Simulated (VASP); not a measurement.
Data:

```
CELL_PARAMETERS angstrom
      1.77222    -3.06957     0.00000
      1.77222     3.06957     0.00000
      0.00000     0.00000     4.61379
ATOMIC_POSITIONS crystal
  Pt 0.00000 0.00000 0.00000
  S  0.33333 0.66667 0.25860
  S  0.66667 0.33333 0.74140
```

Computed with PBE GGA with D3 dispersion (Becke-Johnson damping), VASP's PBE PAW potentials (set 64) (plane waves; VASP). Settings: 520 eV cut-off, 7×7×5 Γ-centred mesh, Gaussian smearing of 0.050 eV, potentials Pt S.

Problem. The ions and cell shape at fixed volume are relaxed. Give the cell that the relaxation ends in.

Solution. 
```
CELL_PARAMETERS angstrom
      1.78661    -3.09450     0.00000
      1.78661     3.09450     0.00000
      0.00000     0.00000     4.53975
ATOMIC_POSITIONS crystal
  Pt 0.00000 0.00000 0.00000
  S  0.33333 0.66667 0.26474
  S  0.66667 0.33333 0.73526
```
Space group P-3m1 (164), at a tolerance of 0.03 Å.

Problem. How much energy does the relaxation gain?

Solution. The energy (σ→0) changes by -4.7 meV/atom, in 6 ionic steps.

```
step  E(σ→0) (eV)  max force (eV/Å)  pressure (GPa)  volume (Å³)
----  -----------  ----------------  --------------  -----------
1        -16.6468             0.356            4.77        50.20
2        -16.6578             0.127            3.00        50.20
3        -16.6602             0.059            1.60        50.20
4        -16.6602             0.043            1.71        50.20
5        -16.6609             0.017            1.61        50.20
6        -16.6610             0.002            1.55        50.20
```

The compound is PtS2 in the 1T layered structure. This cell is one point of a volume scan, at 0.97 of the reference volume. Symmetry was kept, so distortions that lower it aren't found.
